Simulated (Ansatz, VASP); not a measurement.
## WC (Qusongite) in two plane-wave programs

Wanted: the spread between two codes on one cell, functional and k mesh. The cell is taken from a series of VASP runs on this material, whose earlier steps may have relaxed, scaled or displaced it; both programs get it as it stands.

Calculated with Ansatz 0.2.0; plane waves, with VASP 6.6.1 beside it; relaxation of cell and atoms at PBEsol.

## Step 1: Starting point

The structure is hexagonal, space group P-6m2 (No. 187). Conventional cell: a = 2.897 Å, b = 2.897 Å, c = 2.829 Å, α = 90.00°, β = 90.00°, γ = 120.00°. Nearest to W lie 6 C at 2.19 Å. C has 6 W at 2.19 Å nearest. Farther neighbours are not listed.

## Step 2: VASP: relaxation of cell and atoms, PBEsol

The relaxed volume is the usual yardstick between codes: its relative difference is about their pressure difference at one cell divided by the bulk modulus.

Lines of VASP's logs that name or quote its potential files are left out, and so is its time.

The input, INCAR:

```
SYSTEM = WC
PREC = Accurate
ENCUT = 520
EDIFF = 1E-07
NELM = 100
ISMEAR = 1
SIGMA = 0.15
LREAL = .FALSE.
ALGO = Normal
GGA = PS
NBANDS = 11
LASPH = .TRUE.
LORBIT = 11
LWAVE = .FALSE.
LCHARG = .FALSE.
KPAR = 4
IBRION = 2
NSW = 50
ISIF = 3
EDIFFG = -0.005
```

The input, POSCAR:

```
WC
1.0
    2.8965831584      0.0000000000      0.0000000000
   -1.4482915792      2.5085145993      0.0000000000
    0.0000000000      0.0000000000      2.8286000544
W C
1 1
Direct
    0.0000000000      0.0000000000      0.0000000000
    0.6666666667      0.3333333333      0.5000000000
```

The input, KPOINTS:

```
Automatic mesh
0
Gamma
18 18 16
0 0 0
```

PAW data sets: W and C (PBE family, release 64).

The run is started by

```bash
mpirun -np 4 vasp_std
```

Numbers of over 12 decimals in the logs are rounded to 6 here.

The program printed:

```text
[banner, memory and clock lines left out]
running    4 mpi-ranks, on    1 nodes
 distrk:  each k-point on    1 cores,    4 groups
 distr:  one band on    1 cores,    1 groups

 POSCAR found type information on POSCAR W C
 POSCAR found :  2 types and       2 ions
|                                                                             |
|               ----> ADVICE to this user running VASP <----                  |
|                                                                             |
|     You enforced a specific xc type in the INCAR file but a different       |
|     [... a line on the potential file left out ...]
|     I HOPE YOU KNOW WHAT YOU ARE DOING!                                     |
|                                                                             |

 LDA part: xc-table for (Slater+PW92), standard interpolation
 POSCAR, INCAR and KPOINTS ok, starting setup
 FFT: planning ... GRIDC
 FFT: planning ... GRID_SOFT
 FFT: planning ... GRID
 WAVECAR not read
 entering main loop
       N       E                     dE             d eps       ncg     rms          rms(c)
DAV:   1     0.220857002542E+02    0.22086E+02   -0.49930E+03  7326   0.819E+02
DAV:   2    -0.251063376688E+02   -0.47192E+02   -0.44956E+02  8493   0.201E+02
DAV:   3    -0.269447109319E+02   -0.18384E+01   -0.18197E+01  9182   0.332E+01
DAV:   4    -0.269558588904E+02   -0.11148E-01   -0.11145E-01  7965   0.302E+00
DAV:   5    -0.269559056940E+02   -0.46804E-04   -0.46803E-04  9037   0.193E-01    0.352E+01
DAV:   6    -0.241060398274E+02    0.28499E+01   -0.12577E+01  8686   0.217E+01    0.118E+01
DAV:   7    -0.240279138686E+02    0.78126E-01   -0.60798E-01  7521   0.621E+00    0.847E+00
DAV:   8    -0.239868090458E+02    0.41105E-01   -0.10417E-01  8057   0.238E+00    0.203E+00
DAV:   9    -0.239812642573E+02    0.55448E-02   -0.14589E-02  7932   0.774E-01    0.153E-01
DAV:  10    -0.239811831658E+02    0.81091E-04   -0.84183E-04  8515   0.253E-01    0.183E-01
DAV:  11    -0.239811711061E+02    0.12060E-04   -0.72454E-05  8609   0.602E-02    0.691E-03
DAV:  12    -0.239811687083E+02    0.23978E-05   -0.36995E-06  8286   0.128E-02    0.123E-02
DAV:  13    -0.239811687596E+02   -0.51324E-07   -0.33637E-07  7915   0.541E-03
   1 F= -.23981169E+02 E0= -.23981184E+02  d E =-.239812E+02
 curvature:   0.00 expect dE= 0.000E+00 dE for cont linesearch  0.000E+00
 trial: gam= 0.00000 g(F)=  0.264E-48 g(S)=  0.570E-08 ort = 0.000E+00 (trialstep = 0.100E+01)
 search vector abs. value=  0.580E-08
 reached required accuracy - stopping structural energy minimisation
```

From OUTCAR (step 2):

```text
ion  position               nearest neighbor table
   1  0.000  0.000  0.000-   2 2.19   2 2.19   2 2.19   2 2.19   2 2.19   2 2.19
   2  0.667  0.333  0.500-   1 2.19   1 2.19   1 2.19   1 2.19   1 2.19   1 2.19

  LATTYP: Found a hexagonal cell.
 ALAT       =     2.8965831584
 C/A-ratio  =     0.9765298974

 Subroutine GETGRP returns: Found 12 space group operations
 (whereof 12 operations were pure point group operations)

The static configuration has the point symmetry D_3h.

 Found    333 irreducible k-points:

   k-points           NKPTS =    333   k-points in BZ     NKDIM =    333   number of bands    NBANDS=     11

   dimension x,y,z NGX =    24 NGY =   24 NGZ =   24
   dimension x,y,z NGXF=    48 NGYF=   48 NGZF=   48

   ENCUT  =  520.0 eV  38.22 Ry    6.18 a.u.   5.39  5.39  5.26*2*pi/ulx,y,z

   NELECT =      10.0000    total number of electrons

 k-points in reciprocal lattice and weights: Automatic mesh
   0.00000000  0.00000000  0.00000000       0.000
   0.05555556  0.00000000  0.00000000       0.001
   0.11111111  0.00000000  0.00000000       0.001
   0.16666667  0.00000000  0.00000000       0.001
   0.22222222  0.00000000  0.00000000       0.001
   0.27777778  0.00000000  0.00000000       0.001
   0.33333333  0.00000000  0.00000000       0.001
   0.38888889  0.00000000  0.00000000       0.001
   0.44444444  0.00000000  0.00000000       0.001
[...]
0.33333333  0.27777778  0.50000000       0.002
   0.33333333  0.33333333  0.50000000       0.000

 average (electrostatic) potential at core
       1 -36.9265       2 -46.1829

 E-fermi :   8.2809

 k-point     1 :       0.0000    0.0000    0.0000
  band No.  band energies     occupation
      1      -6.2111      2.00000
      2       3.8927      2.00000
      3       4.9164      2.00000
      4       4.9164      2.00000
      5       8.4422     -0.06257
      6      11.5131      0.00000
      7      11.5131      0.00000
      8      14.0186      0.00000
      9      14.0186      0.00000
    ...

 k-point     2 :       0.0556    0.0000    0.0000
  band No.  band energies     occupation
      1      -6.1319      2.00000
      2       3.9239      2.00000
      3       4.7962      2.00000
      4       4.9945      2.00000
      5       8.1715      1.93961
      6      11.4830      0.00000
      7      11.8113      0.00000
      8      13.8446      0.00000
      9      13.9591      0.00000
     10      15.1686      0.00000
    ...

 k-point     3 :       0.1111    0.0000    0.0000
  band No.  band energies     occupation
      1      -5.8995      2.00000
      2       3.9043      2.00000
      3       4.5895      2.00000
      4       5.2229      2.00000
      5       7.5712      2.00000
      6      11.3975      0.00000
      7      12.4835      0.00000
      8      13.3921      0.00000
      9      13.7971      0.00000
     10      15.8310      0.00000
    ...

  Total        0.0002579      0.0002579      0.0003215      0.0000000     -0.0000000     -0.0000000
  in kB        0.0201041      0.0201041      0.0250656      0.0000000     -0.0000000     -0.0000000
  external PRESSURE =       0.0217580 kB  Pullay stress =       0.0000000 kB

  energy-cutoff  :      520.00
  volume of cell :       20.55
      direct lattice vectors                 reciprocal lattice vectors
     2.896583158  0.000000000  0.000000000     0.345234349  0.199321144  0.000000000
    -1.448291579  2.508514599  0.000000000     0.000000000  0.398642288  0.000000000
     0.000000000  0.000000000  2.828600054     0.000000000  0.000000000  0.353531776

 POSITION                                       TOTAL-FORCE (eV/Angst)
 -----------------------------------------------------------------------------------
      0.00000      0.00000      0.00000         0.000000      0.000000      0.000000
      1.44829      0.83617      1.41430         0.000000     -0.000000      0.000000
 -----------------------------------------------------------------------------------
    total drift:                               -0.000000      0.000000      0.000000

  FREE ENERGIE OF THE ION-ELECTRON SYSTEM (eV)
  ---------------------------------------------------
  free  energy   TOTEN  =       -23.9811687596 eV

  energy  without entropy=      -23.9812155827  energy(sigma->0) =      -23.98118437

 reached required accuracy - stopping structural energy minimisation

 total charge
# of ion       s       p       d       tot
------------------------------------------
    1        0.629   0.896   4.412   5.937
    2        0.850   1.566   0.000   2.416
--------------------------------------------------
tot          1.479   2.463   4.412   8.353

[... 3 further parts left out ...]
```

The data set W keeps the semicore shell frozen, which is cheaper and a little less accurate. The run keeps the 12 symmetry operations of its start, so it cannot find a distortion of lower symmetry.

## Step 3: Ansatz: relaxation of cell and atoms, PBEsol

Ansatz runs on its default PAW (the set named soft_2) files.

The same cell, functional, mesh and smearing now go to Ansatz, which takes its cutoff from its data sets.

The input, input.yaml:

```yaml
crystal:
  lattice:
    - [2.8965831584, 0.0, 0.0]
    - [-1.4482915792, 2.5085145993, 0.0]
    - [0.0, 0.0, 2.8286000544]
  atoms:
    - { symbol: W, position: [0.0, 0.0, 0.0] }
    - { symbol: C, position: [0.6666666667, 0.3333333333, 0.5] }
hamiltonian:
  xc: pbesol
  pseudopotentials: { kind: paw }
kpoints:
  mp_grid: { grid: [18, 18, 16] }
scf:
  occupations: { method: methfessel_paxton, width: 0.15 }
relax:
  f_tol: 0.01
  max_steps: 60
  cell: { stress_tol: 0.05 }
output:
  forces: true
  stress: true
  write_density: true
  write_potential: true
  elf: true
  volumetric_format: npy
```

The run is started by

```bash
ansatz run input.yaml --threads 4 --pin off --max-ram 9216MiB --backend cpu --events-out ev --progress --plain --runs-dir out
```

The program printed:

```text
Engine: ansatz 0.2.0, aarch64-unknown-linux-gnu
Pseudopotentials: kind: paw
Pseudopotential: W, paw, valence charge 14, recommended cutoff 420 eV (normal), W.paw.azcp
Pseudopotential: C, paw, valence charge 4, recommended cutoff 420 eV (normal), C.paw.azcp
Functional definition: PBEsol
  exchange = pbesol_x
  correlation = pbesol_c
Crystal: 2 atoms, lattice volume = 20.553 Å³
Basis set: ecut = 420 eV, 405 PW (Γ), exchange–correlation on 40×40×40 points (8 copies of the dense FFT grid, shifted against one another)
Bands: 13, of which v1, the nominal top of the filled ones, is band 9 counted from 1 (8 counted from 0)
Symmetry: 12 space group operations
Space group: P-6m2 (ITA 187), of the structure as read, at distance tolerance 2.7e-5 Å
k-points: 333 of 5184 (time reversal used)
Non-local potential: W, projectors of the file, l = 0: 3, l = 1: 2, l = 2: 2, l = 3: 1
Non-local potential: C, projectors of the file, l = 0: 2, l = 1: 2, l = 2: 1
PAW form: soft (Blöchl's): semilocal exchange-correlation on the pseudo side does not see the compensation charge
PAW frozen core: W, regenerated for the run's functional, and the local potential with it (the file was generated under x = pbe(κ = 0.804, μ = 0.219515), c = pbe(β = 0.066725))
PAW frozen core: C, regenerated for the run's functional, and the local potential with it (the file was generated under x = pbe(κ = 0.804, μ = 0.219515), c = pbe(β = 0.066725))
PAW one-centre angular grid: W, 590 points (default); XC on 64 Gauss nodes
PAW one-centre angular grid: C, 110 points (default); XC on 64 Gauss nodes
Initial density: superposition of atomic densities (neutral atoms: chi_scale 0, normalization atom), corrected by the library's trained network
Initial wavefunctions: pseudopotential atomic-orbital guess
Functional: x = pbesol(κ = 0.804, μ = 0.123457), c = pbesol(β = 0.046)
SCF iter   1: F=—  HF=-10503.733237 eV  |F-HF|=—  |Δ(HF+E_count)|=         —  Δρ=1.22e-2  dr2=2.54e-2  ethr=1.77e-3  ⟨swp⟩=5.1  Hψ=21059  notcnv=0
preconditioner: auto → none  [metal: Δε(μ)=0.045 eV  Ē_g=10.167 eV  σ=0.150 eV  W_gap=0.25  n_scr=8 (ndim 8)  ℏωp=25.9 eV  f_vac=0.000  D(μ)=0.33/eV (n_scr^D=0)  sad-step TF]
SCF iter   2: F=—  HF=-10503.731623 eV  |F-HF|=—  |Δ(HF+E_count)|=   1.61e-3  S|Δr|=    0.00e0  Δρ=7.74e-3  dr2=1.20e-2  ethr=1.41e-4  ⟨swp⟩=1.0  Hψ=6993  notcnv=0
SCF iter   3: F=—  HF=-10503.729497 eV  |F-HF|=—  |Δ(HF+E_count)|=   2.13e-3  S|Δr|=    0.00e0  Δρ=8.48e-4  dr2=8.33e-5  ethr=6.65e-5  ⟨swp⟩=2.2  Hψ=5678  notcnv=0
SCF iter   4: F=—  HF=-10503.729458 eV  |F-HF|=—  |Δ(HF+E_count)|=   3.93e-5  S|Δr|=    0.00e0  Δρ=2.23e-4  dr2=4.45e-6  ethr=4.63e-7  ⟨swp⟩=2.2  Hψ=6877  notcnv=0
SCF iter   5: F=—  HF=-10503.729459 eV  |F-HF|=—  |Δ(HF+E_count)|=   5.83e-7  S|Δr|=    0.00e0  Δρ=3.62e-5  dr2=1.52e-7  ethr=2.47e-8  ⟨swp⟩=2.0  Hψ=5809  notcnv=0
SCF iter   6: F=-10503.729459 eV  HF=-10503.729459 eV  |F-HF|=3.45e-9  |Δ(HF+E_count)|=   1.01e-8  S|Δr|=    0.00e0  Δρ=5.68e-6  dr2=5.32e-9  ethr=5.56e-10  ⟨swp⟩=8.3  Hψ=23839  notcnv=0
SCF 1 converged in 6 iterations: F = -10503.729459 eV  dr2 = 5.32e-9
  greatest PAW one-centre occupation: 1.000 electrons in one spin orbital (limit 2), on the W atom at site 0 (counted from 0), in its partial waves of l = 0
relax step   1: F+E_penalty+E_count = -10503.72945875 eV  Δ(F+E_penalty+E_count) = +0.000e0 eV  max|allowed force component| = 1.388e-16 eV/Å  Δτ_max = 0.0000 Å  P = +0.357 GPa  Ω = 20.553 Å³  (6 SCF iters, dr2 threshold 1.00e-7 eV, accepted)
[...]
relax step   2: F+E_penalty+E_count = -10503.72929525 eV  Δ(F+E_penalty+E_count) = +1.635e-4 eV  max|allowed force component| = 9.252e-17 eV/Å  Δτ_max = 0.0000 Å  P = -0.288 GPa  Ω = 20.591 Å³  energy of the carried Pulay correction = -7.244e-5 eV  (3 SCF iters, dr2 threshold 2.00e-7 eV, rejected (line search))
[...]
relax step   3: F+E_penalty+E_count = -10503.72946190 eV  Δ(F+E_penalty+E_count) = -3.148e-6 eV  max|allowed force component| = 1.758e-16 eV/Å  Δτ_max = 0.0000 Å  P = +0.027 GPa  Ω = 20.571 Å³  energy of the carried Pulay correction = -3.446e-5 eV  (5 SCF iters, accepted)
[...]
relax step   4: F+E_penalty+E_count = -10503.72949122 eV  Δ(F+E_penalty+E_count) = -2.932e-5 eV  max|allowed force component| = 1.758e-16 eV/Å  Δτ_max = 0.0000 Å  P = +0.029 GPa  Ω = 20.571 Å³  stress off target by 4.80e-2 GPa  SCF on the basis re-selected at this cell (its energy is not comparable with the rows above)  (3 SCF iters)
basis re-selected at this cell: Δ(F+E_penalty+E_count) = -2.932e-5 eV, ΔP = +0.002 GPa vs the last step (what re-selecting the basis moved, of the pressure what is left beyond the Pulay correction that the steps carried, after the strain that the cell walked since its last selection, with what the two solves' SCF thresholds leave and, on support functions, any second-order correction that the steps lacked; it is no m [...]
SCF converged after 3 iterations
Stability not checked: this state was not tested for a lower state beside it, because cold or Methfessel-Paxton smearing, or corrected tetrahedra, fill the levels in a way that the test cannot read (fill_not_monotonic; see scf.lower_state_search)
Free energy (F): -10503.729491 eV
Harris-Foulkes:  -10503.729491 eV  (|F-HF|=1.09e-11)
Internal energy: -10503.729600 eV  (E = F + TS)
E sigma→0 (E₀):  -10503.729518 eV
Entropy (-TS):   0.000109 eV (0.054 meV/atom)
Fermi energy:    20.647650 eV
--- Per-component energies (eV) ---
  E_band       = -57.133057
  E_kinetic    = 542.300497
  E_local      = -660.711303  (includes V_loc(G=0)·N_el)
  E_nonlocal   = 28.142417
  E_hartree    = 233.372560
  E_xc         = -314.676302
  E_vxc        = -300.236612  (∫ρ·V_xc dr)
  E_paw        = -8530.883453  (= ΣΔE_a)
  E_vpaw       = -133.373106  (= ΣTr[D̂ρ^β])
  E_aug_tail   = -0.000064  (compensation charges beyond the density's cutoff)
  E_ewald      = -1801.516843
  E_core_change = 0.242893  (= ΣΔE_core)
  E_smearing   = 0.000109  (= −TS)
  E_closure    = -0.000000  (closes the sum)
  Σ components = -10503.729491   (vs F -10503.729491, Δ=0.00e0)
--- Forces (eV/Å), atoms counted from 1 ---
  atom   1  W      0.00000000    -0.00000000     0.00000000
  atom   2  C      0.00000000    -0.00000000     0.00000000
  max |Σ_I F_I| component: 3.89e-16 eV/Å
--- Stress (GPa, compression-positive) ---
        0.019568       0.000000      -0.000000
        0.000000       0.019568      -0.000000
       -0.000000      -0.000000       0.048001
  P = ⅓ Tr σ = 0.0290 GPa (0.290 kbar)
--- Band table (eV; the first three rows and the last of 333) ---
  k-point 0: bands = [... 5 lower, 16.2630, 17.2685, 17.2685, 20.7625, 23.9058, 23.9058, 26.3342, 26.3342]
  k-point 1: bands = [... 5 lower, 16.2215, 17.3127, 17.3127, 20.7424, 23.5507, 23.5507, 26.5542, 26.5542]
  k-point 2: bands = [... 5 lower, 16.0467, 17.4419, 17.4419, 20.7723, 22.8036, 22.8036, 26.8682, 26.8682]
  k-point 332: bands = [... 5 lower, 13.3315, 15.2125, 19.0648, 19.9853, 25.1022, 27.1524, 28.3495, 29.8360]
--- Relaxed structure (3 steps of the walk, 2 accepted, 1 SCFs on fresh bases) ---
  F+E_penalty+E_count = -10503.72949122 eV   max|allowed force component| = 1.758e-16 eV/Å   (the final SCF, on the basis selected at the relaxed cell)
  cell:  # Å, volume = 20.5711 Å³
    - [2.898198, 0.0, 0.0]
    - [-1.449099, 2.509913, 0.0]
    - [0.0, 0.0, 2.827944]
  atoms:
    - { symbol: W, position: [-3.700743415524894e-17, 0, 0.0] }
    - { symbol: C, position: [0.666667, 0.333333, 0.500000] }
```

It took 8.3 s on 4 threads of Arm Neoverse V1, shared host; peak memory 0.43 GiB; 31 s of CPU time.

## Step 4: Differences

Known differences besides the potentials themselves: both relaxations stop at a tolerance, which leaves soft axes loose, and VASP keeps its plane-wave basis; the data sets hold 18 valence electrons in Ansatz (default PAW (the set named soft_2) files) and 10 in VASP; the cutoff is 420 eV in Ansatz and 520 eV in VASP; Ansatz makes its cores anew for this functional, VASP keeps those of its PBE data sets; Ansatz adds a Pulay correction to the stress that steers its cell, VASP none. Total energies have different zeros and are not compared.

Compared:

```
                                         quantity  Ansatz   VASP  difference
                                      volume (Å³)   20.57  20.55     +0.09 %
edge a after relaxation, in the typed setting (Å)   2.898  2.897     +0.06 %
edge c after relaxation, in the typed setting (Å)   2.828  2.829     -0.02 %
```

The walks stopped with 0.03 GPa left in Ansatz and 0.00 GPa in VASP; each walk ends within a tolerance, so the volume difference is uncertain by about these residues over the bulk modulus, most in soft cells.

## Step 5: Results

| Item | Value |
| --- | --- |
| difference in volume (relaxation of cell and atoms, PBEsol) | 0.088 % |

**Reading.** The difference in volume is 0.088 % (relaxation of cell and atoms, PBEsol), within the 1.2 % picked in this series as the mark of a large difference, as far as the stopping tolerances let one tell. Such differences can come from data sets, numerical settings and the points named under the comparisons, not from the functional's error against experiment.

[Lines on the potential files, build, host, timing and source positions are cut from VASP's logs without a mark.]

[Logs are printed without paths, hosts, clocks, repeated set-up lines and the standing remarks that a program may print on its own settings, such as how far it seeks lower states.]

[Hosts, paths, dates, database ids (printed as entryN), source tags and the programs' standing remarks are cut or masked in the printed files.]
